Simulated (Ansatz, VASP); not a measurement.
## Tl2NiF6: VASP beside Ansatz

Wanted: the spread between two codes on one cell, functional and k mesh. The cell is generated by rule, not measured, and may not be a known phase. The two relaxations start from unlike cells of this crystal (the structure described is Ansatz's start), so only their ends are compared.

Program: Ansatz 0.2.0. Level of theory: plane waves, with VASP 6.6.1 beside it; relaxation of cell and atoms at LDA. Results are calculated unless marked as measured.

The structure was built from a prototype and need not be the compound's stable phase.

## Step 1: The starting structure

It takes space group Fm-3m (No. 225, cubic). The conventional cell has a = 8.736 Å, b = 8.736 Å, c = 8.736 Å, α = 90.00°, β = 90.00°, γ = 90.00°. Nearest to Tl lie 12 F at 3.09 Å. Nearest to Ni lie 6 F at 2.01 Å. F has 1 Ni at 2.01 Å nearest. Farther neighbours and most contacts between anions are not listed.

As a file:

```
Tl Ni F
1.0
     0.00000    4.36822    4.36822
     4.36822    0.00000    4.36822
     4.36822    4.36822    0.00000
Tl Ni F
2 1 6
Direct
  0.25000 0.25000 0.25000
  0.75000 0.75000 0.75000
  0.00000 0.00000 0.00000
  0.23007 0.23007 0.76993
  0.76993 0.76993 0.23007
  0.23007 0.76993 0.23007
  0.76993 0.23007 0.76993
  0.76993 0.23007 0.23007
  0.23007 0.76993 0.76993
```

## Step 2: VASP: relaxation of cell and atoms, LDA

The relaxed volume is the usual yardstick between codes: in a stiff, nearly cubic crystal its relative difference is about their pressure difference at one cell divided by the bulk modulus.

Lines of VASP's logs that name or quote its potential files are left out, and so is its time.

INCAR

```
SYSTEM = Tl2NiF6
PREC = Accurate
ENCUT = 600
EDIFF = 1E-07
NELM = 120
ISMEAR = -1
SIGMA = 0.02
LREAL = .FALSE.
ALGO = Normal
GGA = CA
NBANDS = 48
LASPH = .TRUE.
LORBIT = 11
LWAVE = .FALSE.
LCHARG = .FALSE.
ISIF = 3
IBRION = 2
NSW = 80
EDIFFG = -0.005
GGA_COMPAT = .FALSE.
NELMIN = 4
EFERMI = MIDGAP
KPAR = 2
```

POSCAR

```
Tl2NiF6
1.0
    0.0000000000      4.0711017977      4.0711017977
    4.0711017977      0.0000000000      4.0711017977
    4.0711017977      4.0711017977      0.0000000000
Tl Ni F
2 1 6
Direct
    0.2499999428      0.2499999428      0.2499999428
    0.7499999428      0.7499999428      0.7499999428
    0.0000000000      0.0000000000      0.0000000000
    0.2173964380      0.2173964380      0.7826035620
    0.7826035620      0.7826035620      0.2173964380
    0.2173964380      0.7826035620      0.2173964380
    0.7826035620      0.2173964380      0.7826035620
    0.7826035620      0.2173964380      0.2173964380
    0.2173964380      0.7826035620      0.7826035620
```

KPOINTS

```
Automatic mesh
0
Gamma
4 4 4
0 0 0
```

Potentials, in the order of the species: Tl_d, Ni and F (LDA family, release 64).

On the command line:

```bash
$ mpirun -np 2 vasp_std
```

Numbers of over 12 decimals in the logs are rounded to 6 here.

The program printed:

```text
[banner, memory and clock lines left out]
running    2 mpi-ranks, on    1 nodes
 distrk:  each k-point on    1 cores,    2 groups
 distr:  one band on    1 cores,    1 groups

 POSCAR found type information on POSCAR TlNiF
 POSCAR found :  3 types and       9 ions
 LDA part: xc-table for (Slater(with rela. corr.)+CA(PZ))
 , standard interpolation
 POSCAR, INCAR and KPOINTS ok, starting setup
 FFT: planning ... GRIDC
 FFT: planning ... GRID_SOFT
 FFT: planning ... GRID
 WAVECAR not read
 entering main loop
       N       E                     dE             d eps       ncg     rms          rms(c)
DAV:   1     0.823988734500E+03    0.82399E+03   -0.43945E+04   768   0.185E+03
DAV:   2     0.369966929753E+02   -0.78699E+03   -0.72170E+03   832   0.465E+02
DAV:   3    -0.504499802427E+02   -0.87447E+02   -0.85580E+02   856   0.162E+02
DAV:   4    -0.524786943114E+02   -0.20287E+01   -0.20271E+01   808   0.254E+01
DAV:   5    -0.525191393937E+02   -0.40445E-01   -0.40444E-01   952   0.377E+00    0.319E+01
DAV:   6    -0.557513598812E+02   -0.32322E+01   -0.15097E+02   896   0.936E+01    0.729E+01
DAV:   7    -0.423848084890E+02    0.13367E+02   -0.19961E+01   952   0.655E+01    0.114E+01
DAV:   8    -0.413069228254E+02    0.10779E+01   -0.46818E+00  1024   0.267E+01    0.587E+00
DAV:   9    -0.412838034691E+02    0.23119E-01   -0.92620E-01  1112   0.982E+00    0.308E+00
DAV:  10    -0.412594289857E+02    0.24374E-01   -0.40992E-01   920   0.906E+00    0.205E+00
DAV:  11    -0.412340063405E+02    0.25423E-01   -0.34683E-02   976   0.365E+00    0.618E-01
DAV:  12    -0.412341545650E+02   -0.14822E-03   -0.73190E-03   800   0.398E-01    0.445E-01
DAV:  13    -0.412341767210E+02   -0.22156E-04   -0.24673E-04   832   0.932E-02    0.234E-01
DAV:  14    -0.412339779632E+02    0.19876E-03   -0.42867E-04   944   0.151E-01    0.133E-01
DAV:  15    -0.412339709353E+02    0.70280E-05   -0.49765E-05   896   0.816E-02    0.106E-01
DAV:  16    -0.412339566411E+02    0.14294E-04   -0.95831E-06   896   0.209E-02    0.605E-02
DAV:  17    -0.412339521359E+02    0.45052E-05   -0.40161E-06   864   0.184E-02    0.334E-02
DAV:  18    -0.412339499054E+02    0.22306E-05   -0.33076E-06   872   0.121E-02    0.160E-02
DAV:  19    -0.412339494357E+02    0.46966E-06   -0.96891E-07   928   0.106E-02    0.623E-03
DAV:  20    -0.412339493948E+02    0.40906E-07   -0.14583E-07   520   0.245E-03
   1 F= -.41233949E+02 E0= -.41233670E+02  d E =-.412339E+02
[...]
2 F= -.41233966E+02 E0= -.41233680E+02  d E =-.166842E-04
[...]
3 F= -.41233983E+02 E0= -.41233700E+02  d E =-.331695E-04
[...]
4 F= -.41233995E+02 E0= -.41233725E+02  d E =-.124765E-04
 trial-energy change:   -0.000012  1 .order   -0.000011   -0.000014   -0.000008
 step:   1.3220(harm=  2.3695)  dis= 0.00038  next Energy=   -41.233997 (dE=-0.144E-04)
 bond charge predicted
       N       E                     dE             d eps       ncg     rms          rms(c)
DAV:   1    -0.412340147956E+02   -0.19696E-04   -0.88555E-04   768   0.189E-01    0.302E-02
DAV:   2    -0.412340013904E+02    0.13405E-04   -0.60391E-05   992   0.749E-02    0.108E-02
DAV:   3    -0.412340021858E+02   -0.79536E-06   -0.13107E-05   832   0.697E-02    0.145E-02
DAV:   4    -0.412339996512E+02    0.25346E-05   -0.38954E-06   856   0.417E-02    0.327E-03
DAV:   5    -0.412339995405E+02    0.11061E-06   -0.71681E-07   704   0.543E-03    0.199E-03
DAV:   6    -0.412339995284E+02    0.12186E-07   -0.50658E-08   384   0.208E-03
   5 F= -.41234000E+02 E0= -.41233734E+02  d E =-.169641E-04
 curvature:  -0.65 expect dE=-0.370E-05 dE for cont linesearch -0.291E-05
 trial: gam=-0.23442 g(F)=  0.544E-05 g(S)=  0.222E-06 ort = 0.868E-05 (trialstep = 0.998E+00)
 search vector abs. value=  0.252E-05
 reached required accuracy - stopping structural energy minimisation
```

OUTCAR, selected parts (step 2):

```text
ion  position               nearest neighbor table
   1  0.250  0.250  0.250-   4 2.89   6 2.89   8 2.89   9 2.89   7 2.89   9 2.89   7 2.89   5 2.89
                             5 2.89   4 2.89   6 2.89   8 2.89   3 3.53   3 3.53   3 3.53   3 3.53
   2  0.750  0.750  0.750-   5 2.89   7 2.89   9 2.89   4 2.89   4 2.89   8 2.89   6 2.89   6 2.89
                             8 2.89   5 2.89   7 2.89   9 2.89   3 3.53   3 3.53   3 3.53   3 3.53
   3  0.000  0.000  0.000-   4 1.77   5 1.77   6 1.77   7 1.77   8 1.77   9 1.77   1 3.53   2 3.53
                             2 3.53   2 3.53   1 3.53   1 3.53   1 3.53   2 3.53
   4  0.217  0.217  0.783-   3 1.77   1 2.89   2 2.89   2 2.89   1 2.89
   5  0.783  0.783  0.217-   3 1.77   2 2.89   1 2.89   1 2.89   2 2.89
   6  0.217  0.783  0.217-   3 1.77   1 2.89   2 2.89   2 2.89   1 2.89
   7  0.783  0.217  0.783-   3 1.77   2 2.89   1 2.89   1 2.89   2 2.89
   8  0.783  0.217  0.217-   3 1.77   1 2.89   2 2.89   2 2.89   1 2.89
   9  0.217  0.783  0.783-   3 1.77   2 2.89   1 2.89   1 2.89   2 2.89

  LATTYP: Found a face centered cubic cell.
 ALAT       =     8.1422035954

 Subroutine GETGRP returns: Found 48 space group operations
 (whereof 48 operations were pure point group operations)

The static configuration has the point symmetry O_h .

 Found      8 irreducible k-points:

   k-points           NKPTS =      8   k-points in BZ     NKDIM =      8   number of bands    NBANDS=     48

   dimension x,y,z NGX =    48 NGY =   48 NGZ =   48
   dimension x,y,z NGXF=    96 NGYF=   96 NGZF=   96

   ENCUT  =  600.0 eV  44.10 Ry    6.64 a.u.  11.50 11.50 11.50*2*pi/ulx,y,z

   NELECT =      78.0000    total number of electrons

 k-points in reciprocal lattice and weights: Automatic mesh
   0.00000000  0.00000000  0.00000000       0.016
   0.25000000  0.00000000  0.00000000       0.125
   0.50000000  0.00000000  0.00000000       0.062
   0.25000000  0.25000000  0.00000000       0.094
   0.50000000  0.25000000  0.00000000       0.375
  -0.25000000  0.25000000  0.00000000       0.188
   0.50000000  0.50000000  0.00000000       0.047
  -0.25000000  0.50000000  0.25000000       0.094

 average (electrostatic) potential at core
       1 -85.3997       2 -85.3997       3 -92.1322       4 -77.0643       5 -77.0643
       6 -77.0643       7 -77.0643       8 -77.0643       9 -77.0643

 E-fermi :   1.2354

 k-point     1 :       0.0000    0.0000    0.0000
  band No.  band energies     occupation
    ...
     35      -0.9964      2.00000
     36      -0.7369      2.00000
     37      -0.7368      2.00000
     38      -0.7368      2.00000
     39      -0.4182      2.00000
     40       1.7209      0.00000
     41       1.7210      0.00000
     42       7.9355      0.00000
     43       7.9355      0.00000
     44       7.9355      0.00000
    ...

 k-point     2 :       0.2500    0.0000    0.0000
  band No.  band energies     occupation
    ...
     35      -1.0481      2.00000
     36      -0.6071      2.00000
     37      -0.6070      2.00000
     38      -0.2691      2.00000
     39       0.3741      2.00000
     40       1.6625      0.00000
     41       1.6626      0.00000
     42       7.3617      0.00000
     43       7.9047      0.00000
     44       7.9047      0.00000
    ...

 k-point     3 :       0.5000    0.0000    0.0000
  band No.  band energies     occupation
    ...
     35      -1.1087      2.00000
     36      -0.5009      2.00000
     37      -0.5008      2.00000
     38       0.6840      2.00000
     39       0.7591      2.00000
     40       1.6066      0.00000
     41       1.6067      0.00000
     42       7.0732      0.00000
     43       7.2032      0.00000
     44       8.1003      0.00000
    ...

  Total        0.0037155      0.0037155      0.0037155     -0.0000000      0.0000000     -0.0000000
  in kB        0.0440605      0.0440605      0.0440605     -0.0000000      0.0000000     -0.0000000
  external PRESSURE =       0.0440605 kB  Pullay stress =       0.0000000 kB

  energy-cutoff  :      600.00
  volume of cell :      135.11
      direct lattice vectors                 reciprocal lattice vectors
     0.000000000  4.072710937  4.072710937    -0.122768350  0.122768350  0.122768350
     4.072710937  0.000000000  4.072710937     0.122768350 -0.122768350  0.122768350
     4.072710937  4.072710937  0.000000000     0.122768350  0.122768350 -0.122768350

 POSITION                                       TOTAL-FORCE (eV/Angst)
 -----------------------------------------------------------------------------------
      2.03636      2.03636      2.03636         0.000000     -0.000000      0.000000
      6.10907      6.10907      6.10907        -0.000000     -0.000000      0.000000
      0.00000      0.00000      0.00000         0.000000     -0.000000      0.000000
      4.07271      4.07271      1.77059         0.000000     -0.000000     -0.004336
      4.07271      4.07271      6.37483         0.000000     -0.000000      0.004336
      4.07271      1.77059      4.07271         0.000000     -0.004336      0.000000
      4.07271      6.37483      4.07271         0.000000      0.004336      0.000000
      1.77059      4.07271      4.07271        -0.004336     -0.000000      0.000000
      6.37483      4.07271      4.07271         0.004336     -0.000000      0.000000
 -----------------------------------------------------------------------------------
    total drift:                                0.000548      0.000548      0.000548

  FREE ENERGIE OF THE ION-ELECTRON SYSTEM (eV)
  ---------------------------------------------------
  free  energy   TOTEN  =       -41.2339995284 eV

  energy  without entropy=      -41.2334694096  energy(sigma->0) =      -41.23373447

 reached required accuracy - stopping structural energy minimisation

 total charge
# of ion       s       p       d       tot
------------------------------------------
    1        1.340   0.089   9.672  11.101
    2        1.340   0.089   9.672  11.101
    3        0.518   0.908   8.189   9.615
    4        1.735   4.279   0.000   6.014
    5        1.735   4.279   0.000   6.014
    6        1.735   4.279   0.000   6.014
    7        1.735   4.279   0.000   6.014
    8        1.735   4.279   0.000   6.014
    9        1.735   4.279   0.000   6.014
--------------------------------------------------
tot         13.606  26.763  27.532  67.901

[... 3 further parts left out ...]
```

CONTCAR:

```
Tl2NiF6
   1.00000000000000
     0.0000000000000000    4.0727109373906618    4.0727109373906618
     4.0727109373906618    0.0000000000000000    4.0727109373906618
     4.0727109373906618    4.0727109373906618    0.0000000000000000
  Tl              Ni              F
     2     1     6
Direct
     0.2499999428000024    0.2499999428000024    0.2499999428000024
     0.7499999428000024    0.7499999428000024    0.7499999428000024
     0.0000000000000000    0.0000000000000000    0.0000000000000000
     0.2173725489183716    0.2173725489183716    0.7826274510816283
     0.7826274510816283    0.7826274510816283    0.2173725489183716
     0.2173725489183716    0.7826274510816283    0.2173725489183716
     0.7826274510816283    0.2173725489183716    0.7826274510816283
     0.7826274510816283    0.2173725489183716    0.2173725489183716
     0.2173725489183716    0.7826274510816283    0.7826274510816283
```

[end of part 1 of 2]

[Lines on the potential files, build, host, timing and source positions are cut from VASP's logs without a mark.]

[Logs are printed without paths, hosts, clocks, repeated set-up lines and the standing remarks that a program may print on its own settings, such as how far it seeks lower states.]

[Hosts, paths, dates, database ids (printed as entryN), source tags and the programs' standing remarks are cut or masked in the printed files.]
